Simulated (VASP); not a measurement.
An input for Quantum ESPRESSO's pw.x (written as the equivalent of a VASP run, and not itself run):

```
&CONTROL
  calculation = 'scf'
  pseudo_dir = './pseudo'
  outdir = './out'
  tprnfor = .true.
  tstress = .true.
/
&SYSTEM
  ibrav = 0
  nat = 2
  ntyp = 2
  ecutwfc = 88
  occupations = 'tetrahedra'
  input_dft = 'pw91'
/
&ELECTRONS
  conv_thr = 7.3e-09
  electron_maxstep = 100
/
ATOMIC_SPECIES
  Be 9.012 Be.upf
  Te 127.600 Te.upf
CELL_PARAMETERS angstrom
     0.0000000    2.8355460    2.8355460
     2.8355460    0.0000000    2.8355460
     2.8355460    2.8355460    0.0000000
ATOMIC_POSITIONS crystal
  Be   0.0000000  0.0000000  0.0000000
  Te   0.2500000  0.2500000  0.2500000
K_POINTS automatic
  9 9 9 0 0 0
```

Question: Translate this input to VASP (INCAR, KPOINTS, POSCAR, choice of POTCAR).

Answer: This is not unique; one that fits is 
### KPOINTS
```
Automatic mesh
0
Gamma
9 9 9
0 0 0
```

### INCAR
```
SYSTEM=BeTe
PREC=Accurate; ENCUT=520; LREAL=.FALSE.
LASPH=.TRUE.
EDIFF=1E-7; NELM=100; ALGO=Normal
LMAXMIX=4
ISMEAR=-5
GGA=91
ISIF=2
LWAVE=.FALSE.; LCHARG=.TRUE.; LORBIT=11
NEDOS=601
```

**POSCAR**
```
BeTe
1
    0.0000000000     2.8355460294     2.8355460294
    2.8355460294     0.0000000000     2.8355460294
    2.8355460294     2.8355460294     0.0000000000
Be Te
1 1
Direct
  0.0000000000   0.0000000000   0.0000000000
  0.2500000000   0.2500000000   0.2500000000
```

POTCAR, in this order: Be Te (PBE.64 set). Program: vasp_std.

Limits of the translation: the potentials are each code's own (VASP's PAW set, PseudoDojo norm-conserving files in pw.x), so ENCUT and ecutwfc are chosen apart and not converted; conv_thr bounds pw.x's estimated SCF error, while EDIFF bounds the energy change between steps.

The compound is BeTe in the zinc blende structure. It was relaxed first.
